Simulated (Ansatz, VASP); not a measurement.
# Cross-check of YCl between VASP and Ansatz

One calculation is typed for both programs; each brings its own data sets. How far apart do they land? Of the first pair: The structure shown is the start of the Ansatz relaxation below; VASP solves that cell, so the two are compared at the walk's first step.

Main program and level: Ansatz 0.2.0; plane waves, with VASP 6.6.1 beside it; single point at LDA.

### 1. The starting structure

The cell holds 4 atoms: 2 Y and 2 Cl. Cell: a = 3.703 Å, b = 3.703 Å, c = 36.171 Å, α = 90.0°, β = 90.0°, γ = 60.0°. Vacuum lies along c. The height across the vacuum is the one that the program set for its solve, not the one typed.

### 2. Ansatz: relaxation, LDA

Ansatz runs on its default PAW (the set named soft_2) files.

The two programs are compared at the cell with which this relaxation starts, whose forces are those of its first step.

The input, input.yaml:

```yaml
crystal:
  lattice:
    - [3.7028308812, 0.0, 0.0]
    - [1.8514154406, 3.206745609, 0.0]
    - [0.0, 0.0, 21.801412]
  atoms:
    - { symbol: "Y", position: [0.6666666667, 0.6666666667, 0.43856383] }
    - { symbol: "Y", position: [0.3333333333, 0.3333333333, 0.56143617] }
    - { symbol: Cl, position: [0.0, 0.0, 0.35814385] }
    - { symbol: Cl, position: [0.0, 0.0, 0.64185615] }
  periodic: [true, true, false]
kpoints:
  mp_grid: { grid: [7, 7, 1] }
scf:
  occupations: { method: fermi_dirac, width: 0.05 }
hamiltonian:
  xc: lda
output:
  forces: true
  stress: true
relax:
  f_tol: 0.02
  max_steps: 50
  cell: {}
```

The run is started by

```console
$ ansatz run input.yaml --threads 1 --pin off --max-ram 4096MiB --backend cpu --events-out ev --progress --plain --runs-dir out
```

Numbers of over 12 decimals in the logs are rounded to 6 here.

Log:

```text
Warning: crystal.periodic: the lattice vector that does not repeat stood 0.000° off the slab's normal, 21.801 Å along it as the deck builds it. The run solves the slab on a vector along the normal, 36.171 Å long, with every atom where it was (on the deck's vector they left 15.62 Å outside them, and the widest stretch free of ions among them is 2.68 Å). A fractional position that the run reports is one of the run's ce [...]
crystal.periodic: the lattice vector that does not repeat stood 0.000° off the slab's normal, 21.801 Å along it as the deck builds it. The run solves the slab on a vector along the normal, 36.171 Å long, with every atom where it was (on the deck's vector they left 15.62 Å outside them, and the widest stretch free of ions among them is 2.68 Å). A fractional position that the run reports is one of the run's cell, which [...]
Engine: ansatz 0.2.0, aarch64-unknown-linux-gnu
Pseudopotentials: kind: paw
Pseudopotential: Y, paw, valence charge 11, recommended cutoff 420 eV (normal), Y.paw.azcp
Pseudopotential: Cl, paw, valence charge 7, recommended cutoff 420 eV (normal), Cl.paw.azcp
Functional definition: SPW92
  exchange = slater_x
  correlation = pw_c
Crystal: 4 atoms, lattice volume = 429.492 Å³
Basis set: ecut = 420 eV, 8449 PW (Γ)
Bands: 22, of which v1, the nominal top of the filled ones, is band 18 counted from 1 (17 counted from 0)
Symmetry: 12 space group operations
Space group: P-3m1 (ITA 164), of the structure as read, at distance tolerance 7.5e-5 Å
k-points: 8 of 49
Non-local potential: Y, projectors of the file, l = 0: 3, l = 1: 2, l = 2: 2, l = 3: 1
Non-local potential: Cl, projectors of the file, l = 0: 2, l = 1: 2, l = 2: 2
PAW form: soft (Blöchl's): semilocal exchange-correlation on the pseudo side does not see the compensation charge
PAW frozen core: Y, regenerated for the run's functional, and the local potential with it (the file was generated under x = pbe(κ = 0.804, μ = 0.219515), c = pbe(β = 0.066725))
PAW frozen core: Cl, regenerated for the run's functional, and the local potential with it (the file was generated under x = pbe(κ = 0.804, μ = 0.219515), c = pbe(β = 0.066725))
PAW one-centre angular grid: Y, 590 points (default); XC on 64 Gauss nodes
PAW one-centre angular grid: Cl, 110 points (default); XC on 64 Gauss nodes
Initial density: superposition of atomic densities (neutral atoms: chi_scale 0, normalization atom), corrected by the library's trained network
Initial wavefunctions: pseudopotential atomic-orbital guess
Functional: x = slater, c = lda
SCF iter   1: F=—  HF=-9585.104240 eV  |F-HF|=—  |Δ(HF+E_count)|=         —  Δρ=3.17e-3  dr2=4.15e-2  ethr=1.77e-3  ⟨swp⟩=11.0  Hψ=1245  notcnv=0
[...]
SCF iter  12: F=-9585.162305 eV  HF=-9585.162305 eV  |F-HF|=2.36e-11  |Δ(HF+E_count)|=  2.00e-11  Δρ=1.65e-8  dr2=1.44e-12  ethr=1.00e-12  ⟨swp⟩=9.0  Hψ=1082  notcnv=0
SCF 3 converged in 12 iterations: F = -9585.162305 eV  dr2 = 1.44e-12
relax step   3: F+E_penalty+E_count = -9585.16230489 eV  Δ(F+E_penalty+E_count) = -6.723e-2 eV  max|allowed force component| = 9.962e-2 eV/Å  Δτ_max = 0.0747 Å  P = -0.714 N/m  Ω = 414.362 Å³  energy of the carried Pulay correction = +6.225e-5 eV  fix = [c, alpha, beta]  reactions: c -0.000 N/m  (12 SCF iters, accepted)
[...]
relax step   4: F+E_penalty+E_count = -9585.16667836 eV  Δ(F+E_penalty+E_count) = -4.373e-3 eV  max|allowed force component| = 8.146e-2 eV/Å  Δτ_max = 0.0141 Å  P = -0.322 N/m  Ω = 412.042 Å³  energy of the carried Pulay correction = +7.199e-5 eV  fix = [c, alpha, beta]  reactions: c +0.000 N/m  (6 SCF iters, dr2 threshold 4.00e-7 eV, accepted)
[...]
relax step   5: F+E_penalty+E_count = -9585.16827955 eV  Δ(F+E_penalty+E_count) = -1.601e-3 eV  max|allowed force component| = 6.747e-3 eV/Å  Δτ_max = 0.0075 Å  P = -0.055 N/m  Ω = 409.233 Å³  energy of the carried Pulay correction = +8.386e-5 eV  fix = [c, alpha, beta]  reactions: c +0.000 N/m  (5 SCF iters, dr2 threshold 4.00e-7 eV, accepted)
[...]
relax step   6: F+E_penalty+E_count = -9585.16831476 eV  Δ(F+E_penalty+E_count) = -3.521e-5 eV  max|allowed force component| = 6.300e-4 eV/Å  Δτ_max = 0.0014 Å  P = -0.004 N/m  Ω = 408.884 Å³  energy of the carried Pulay correction = +8.534e-5 eV  fix = [c, alpha, beta]  reactions: c +0.000 N/m  (6 SCF iters, dr2 threshold 2.84e-9 eV, accepted)
[...]
relax step   7: F+E_penalty+E_count = -9585.16822090 eV  Δ(F+E_penalty+E_count) = +9.386e-5 eV  max|allowed force component| = 6.331e-4 eV/Å  Δτ_max = 0.0000 Å  P = -0.003 N/m  Ω = 408.884 Å³  fix = [c, alpha, beta]  reactions: c +0.000 N/m  stress off target by 3.34e-3 N/m on what of the cell is left free  SCF on the basis re-selected at this cell (its energy is not comparable with the rows above)  (5 SCF iters)
basis re-selected at this cell: Δ(F+E_penalty+E_count) = +9.386e-5 eV, ΔP = +0.001 N/m vs the last step (what re-selecting the basis moved, of the pressure what is left beyond the Pulay correction that the steps carried, after the strain that the cell walked since its last selection, with what the two solves' SCF thresholds leave and, on support functions, any second-order correction that the steps lacked; it is no m [...]
SCF converged after 5 iterations
Free energy (F): -9585.168221 eV
Harris-Foulkes:  -9585.168221 eV  (|F-HF|=2.55e-11)
Internal energy: -9585.116016 eV  (E = F + TS)
E sigma→0 (E₀):  -9585.142119 eV
Entropy (-TS):   -0.052205 eV (-13.051 meV/atom)
Fermi energy:    -4.914252 eV
--- Per-component energies (eV) ---
  E_band       = -742.646116
  E_kinetic    = 936.016146
  E_local      = -68003.583997  (includes V_loc(G=0)·N_el)
  E_nonlocal   = 168.246110
  E_hartree    = 33453.694361
  E_xc         = -556.078830
  E_vxc        = -641.072420  (∫ρ·V_xc dr)
  E_paw        = -6699.285948  (= ΣΔE_a)
  E_vpaw       = -109.640737  (= ΣTr[D̂ρ^β])
  E_aug_tail   = 0.000201  (compensation charges beyond the density's cutoff)
  E_ewald      = 31114.835787
  E_core_change = 1.040155  (= ΣΔE_core)
  E_smearing   = -0.052205  (= −TS)
  E_closure    = -0.000000  (closes the sum)
  Σ components = -9585.168221   (vs F -9585.168221, Δ=0.00e0)
--- Forces (eV/Å), atoms counted from 1 ---
  atom   1  Y     -0.00000000     0.00000000     0.00063312
  atom   2  Y     -0.00000000    -0.00000000    -0.00063312
  atom   3  Cl     0.00000000     0.00000000     0.00034272
  atom   4  Cl     0.00000000    -0.00000000    -0.00034272
  max |Σ_I F_I| component: 1.85e-17 eV/Å
--- 2D stress c σ (N/m, compression-positive) ---
       -0.003345       0.000000       0.000000
        0.000000      -0.003345       0.000000
        0.000000       0.000000       0.000000
  P = ½ c Tr σ = -0.0033 N/m
--- Relaxed structure (6 steps of the walk, 5 accepted, 1 SCFs on fresh bases) ---
  F+E_penalty+E_count = -9585.16822090 eV   max|allowed force component| = 6.331e-4 eV/Å   (the final SCF, on the basis selected at the relaxed cell)
  cell:  # Å, volume = 408.8837 Å³
    - [3.612904, 0.0, 0.0]
    - [1.806452, 3.128866, 0.0]
    - [0.0, 0.0, 36.170657]
  atoms:
    - { symbol: Y, position: [0.666667, 0.666667, 0.262811] }
    - { symbol: Y, position: [0.333333, 0.333333, 0.339926] }
    - { symbol: Cl, position: [0, 0, 0.214843] }
    - { symbol: Cl, position: [0, 0, 0.387894] }
```

### 3. VASP: single point, LDA, start cell, pair 1

The same cell, functional (in two slightly different forms), mesh and smearing now go to VASP, with its own data sets.

Lines of VASP's logs that name or quote its potential files are left out, and so is its time.

The input, INCAR:

```
SYSTEM = YCl
PREC = Accurate
ENCUT = 400
EDIFF = 1E-06
NELM = 120
ISMEAR = -1
SIGMA = 0.05
LREAL = .FALSE.
ALGO = Normal
GGA = PW92
NBANDS = 24
LASPH = .TRUE.
LORBIT = 11
LWAVE = .FALSE.
LCHARG = .FALSE.
ISIF = 2
LDIPOL = .TRUE.
IDIPOL = 3
DIPOL = 0.5 0.5 0.301
LVHAR = .TRUE.
GGA_COMPAT = .FALSE.
NELMDL = -8
```

The input, POSCAR:

```
YCl
1.0
    3.7028310000      0.0000000000      0.0000000000
    1.8514150000      3.2067460000      0.0000000000
    0.0000000000      0.0000000000     36.1706570000
Y Cl
2 2
Direct
    0.6666663967      0.6666666908      0.2643388811
    0.3333330633      0.3333333574      0.3383986362
    0.9999997300      0.0000000241      0.2158667452
    0.9999997300      0.0000000241      0.3868707721
```

The input, KPOINTS:

```
Automatic mesh
0
Gamma
7 7 1
0 0 0
```

PAW data sets: Y_sv and Cl (LDA family, release 64).

The run is started by

```console
$ mpirun -np 1 vasp_std
```

Log:

```text
[banner, memory and clock lines left out]
running    1 mpi-ranks, on    1 nodes
 distrk:  each k-point on    1 cores,    1 groups
 distr:  one band on    1 cores,    1 groups

 POSCAR found type information on POSCAR Y Cl
 POSCAR found :  2 types and       4 ions
|                                                                             |
|               ----> ADVICE to this user running VASP <----                  |
|                                                                             |
|     You enforced a specific xc type in the INCAR file but a different       |
|     [... a line on the potential file left out ...]
|     I HOPE YOU KNOW WHAT YOU ARE DOING!                                     |
|                                                                             |

 LDA part: xc-table for (Slater(with rela. corr.)+PW92), standard interpolation
 POSCAR, INCAR and KPOINTS ok, starting setup
 FFT: planning ... GRIDC
 FFT: planning ... GRID_SOFT
 FFT: planning ... GRID
 WAVECAR not read
 entering main loop
       N       E                     dE             d eps       ncg     rms          rms(c)
DAV:   1     0.197872424077E+03    0.19787E+03   -0.14430E+04   520   0.937E+02
DAV:   2     0.626760057833E+01   -0.19160E+03   -0.18763E+03   520   0.222E+02
DAV:   3    -0.235798367122E+02   -0.29847E+02   -0.29541E+02   632   0.688E+01
DAV:   4    -0.251903176348E+02   -0.16105E+01   -0.16039E+01   584   0.171E+01
DAV:   5    -0.252497868213E+02   -0.59469E-01   -0.59459E-01   584   0.299E+00
DAV:   6    -0.252515455099E+02   -0.17587E-02   -0.17587E-02   584   0.511E-01
DAV:   7    -0.252515876277E+02   -0.42118E-04   -0.42117E-04   576   0.887E-02
DAV:   8    -0.252515891399E+02   -0.15122E-05   -0.15123E-05   608   0.141E-02    0.416E+01
DAV:   9    -0.244292662638E+02    0.82232E+00   -0.14366E+00   464   0.641E+00    0.269E+01
DAV:  10    -0.243152734037E+02    0.11399E+00   -0.18769E+00   456   0.671E+00    0.301E+00
DAV:  11    -0.242661309257E+02    0.49142E-01   -0.42108E-01   432   0.354E+00    0.103E+00
DAV:  12    -0.242659576007E+02    0.17333E-03   -0.21029E-02   552   0.830E-01    0.340E-01
DAV:  13    -0.242658438330E+02    0.11377E-03   -0.14357E-03   560   0.242E-01    0.129E-01
DAV:  14    -0.242659709482E+02   -0.12712E-03   -0.53384E-04   592   0.128E-01    0.797E-02
[...]
DAV:  19    -0.242669556378E+02   -0.62934E-04   -0.46506E-06   456   0.715E-03    0.249E-03
DAV:  20    -0.242670294273E+02   -0.73789E-04   -0.23810E-06   416   0.484E-03    0.155E-03
DAV:  21    -0.242670525512E+02   -0.23124E-04   -0.36898E-07   352   0.183E-03    0.122E-03
DAV:  22    -0.242670745537E+02   -0.22003E-04   -0.45861E-07   368   0.171E-03    0.459E-04
DAV:  23    -0.242670800907E+02   -0.55370E-05   -0.18303E-07   352   0.113E-03    0.597E-04
DAV:  24    -0.242670846706E+02   -0.45799E-05   -0.10427E-07   360   0.837E-04    0.324E-04
DAV:  25    -0.242670859526E+02   -0.12819E-05   -0.28959E-08   352   0.515E-04    0.362E-04
DAV:  26    -0.242670865451E+02   -0.59257E-06   -0.13107E-08   352   0.334E-04
   1 F= -.24267087E+02 E0= -.24236273E+02  d E =-.616274E-01
```

From OUTCAR (step 3):

```text
ion  position               nearest neighbor table
   1  0.667  0.667  0.264-   3 2.76   3 2.76   3 2.76   2 3.43   2 3.43   2 3.43
   2  0.333  0.333  0.338-   4 2.76   4 2.76   4 2.76   1 3.43   1 3.43   1 3.43
   3  1.000  0.000  0.216-   1 2.76   1 2.76   1 2.76
   4  1.000  0.000  0.387-   2 2.76   2 2.76   2 2.76

  LATTYP: Found a hexagonal cell.
 ALAT       =     3.7028309995
 C/A-ratio  =     9.7683791145

 Subroutine GETGRP returns: Found 12 space group operations
 (whereof  6 operations were pure point group operations)

The static configuration has the point symmetry C_3v.
 The point group associated with its full space group is D_3d.

 Found      8 irreducible k-points:

   k-points           NKPTS =      8   k-points in BZ     NKDIM =      8   number of bands    NBANDS=     24

   dimension x,y,z NGX =    24 NGY =   24 NGZ =  240
   dimension x,y,z NGXF=    48 NGYF=   48 NGZF=  480

   ENCUT  =  400.0 eV  29.40 Ry    5.42 a.u.   6.04  6.04 58.99*2*pi/ulx,y,z

   NELECT =      36.0000    total number of electrons

 k-points in reciprocal lattice and weights: Automatic mesh
   0.00000000  0.00000000  0.00000000       0.020
   0.14285714  0.00000000  0.00000000       0.122
   0.28571429  0.00000000  0.00000000       0.122
   0.42857143  0.00000000  0.00000000       0.122
   0.28571429  0.14285714  0.00000000       0.122
   0.42857143  0.14285714  0.00000000       0.245
  -0.42857143  0.14285714  0.00000000       0.122
  -0.42857143  0.28571429  0.00000000       0.122

 dipolmoment           0.000000      0.000000      0.000000 electrons x Angstroem

 average (electrostatic) potential at core
       1 -43.5564       2 -43.5564       3-103.4519       4-103.4519

 E-fermi :  -3.0062

 k-point     1 :       0.0000    0.0000    0.0000
  band No.  band energies     occupation
    ...
     14      -6.8057      2.00000
     15      -6.7715      2.00000
     16      -6.7715      2.00000
     17      -4.8228      2.00000
     18      -3.2499      1.98483
     19      -1.2804      0.00000
     20      -1.2804      0.00000
     21      -0.9964      0.00000
     22      -0.7001      0.00000
     23      -0.7001      0.00000
    ...

 k-point     2 :       0.1429    0.0000    0.0000
  band No.  band energies     occupation
    ...
     14      -7.1854      2.00000
     15      -6.8691      2.00000
     16      -6.8342      2.00000
     17      -4.5964      2.00000
     18      -3.1680      1.92428
     19      -1.8456      0.00000
     20      -1.1404      0.00000
     21      -0.9380      0.00000
     22      -0.6859      0.00000
     23      -0.4242      0.00000
    ...

 k-point     3 :       0.2857    0.0000    0.0000
  band No.  band energies     occupation
    ...
     14      -7.7029      2.00000
     15      -7.0114      2.00000
     16      -6.9800      2.00000
     17      -4.2239      2.00000
     18      -3.1235      1.82513
     19      -2.5984      0.00057
     20      -1.3425      0.00000
     21      -0.7915      0.00000
     22      -0.0441      0.00000
     23       0.1699      0.00000
    ...

  Total       -1.9514336     -1.9514340     -0.4208604      0.0000003      0.0000000     -0.0000000
  in kB       -7.2796335     -7.2796348     -1.5699790      0.0000011      0.0000000     -0.0000000
  external PRESSURE =      -5.3764158 kB  Pullay stress =       0.0000000 kB

  energy-cutoff  :      400.00
  volume of cell :      429.49
      direct lattice vectors                 reciprocal lattice vectors
     3.702831000  0.000000000  0.000000000     0.270063635 -0.155921256  0.000000000
     1.851415000  3.206746000  0.000000000     0.000000000  0.311842597  0.000000000
     0.000000000  0.000000000 36.170657000     0.000000000  0.000000000  0.027646719

 POSITION                                       TOTAL-FORCE (eV/Angst)
 -----------------------------------------------------------------------------------
      3.70283      2.13783      9.56131         0.000000     -0.000000     -0.710901
      1.85141      1.06892     12.24010        -0.000000      0.000000      0.710901
      3.70283      0.00000      7.80804        -0.000000      0.000000      0.369150
      3.70283      0.00000     13.99337         0.000000      0.000000     -0.369150
 -----------------------------------------------------------------------------------
    total drift:                                0.003112     -0.000252     -0.000065

  FREE ENERGIE OF THE ION-ELECTRON SYSTEM (eV)
  ---------------------------------------------------
  free  energy   TOTEN  =       -24.2670865451 eV

  energy  without entropy=      -24.2054591602  energy(sigma->0) =      -24.23627285

 vacuum level on the upper side and lower side of the slab         2.074         2.074

 total charge
# of ion       s       p       d       f       tot
--------------------------------------------------
    1        2.228   6.325   0.941   0.030   9.524
    2        2.228   6.325   0.941   0.030   9.524
    3        1.595   3.513   0.000   0.000   5.107
    4        1.595   3.513   0.000   0.000   5.107
--------------------------------------------------
tot          7.645  19.676   1.881   0.060  29.262

[... 3 further parts left out ...]
```

(Part 1 of 2 ends here.)

[Lines on the potential files, build, host, timing and source positions are cut from VASP's logs without a mark.]

[Logs are printed without paths, hosts, clocks, repeated set-up lines and the standing remarks that a program may print on its own settings, such as how far it seeks lower states.]

[Hosts, paths, dates, database ids (printed as entryN), source tags and the programs' standing remarks are cut or masked in the printed files.]
